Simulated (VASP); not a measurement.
Given:

```
In
1.0
   -1.60829     1.60829     2.48654
    1.60829    -1.60829     2.48654
    1.60829     1.60829    -2.48654
In
1
Direct
  0.00000   0.00000   0.00000
```

These are r2SCAN+rVV10, VASP's PBE PAW potentials (set 64) (plane waves; VASP) values and carry that method's errors. Run with 520 eV cut-off, 18×18×18 Γ-centred mesh, tetrahedra with Blöchl corrections, potentials In_d.

Question: Give the energies of bands 6 to 9 at the high-symmetry points, in eV from the Fermi level.

Answer: 
```csv
band,Γ,X,P,N,M,S,R
6,-10.18,-2.20,-0.98,-4.48,-3.15,-2.57,-1.60
7,11.30,-1.42,-0.20,-3.68,-3.08,-1.48,-0.34
8,11.30,3.57,-0.20,7.82,5.18,-0.63,-0.02
9,11.56,4.21,1.96,10.00,5.18,6.73,1.43
```

It has no gap at this level: it comes out as a metal or semimetal.

The compound is In in the bct structure. It was relaxed first.
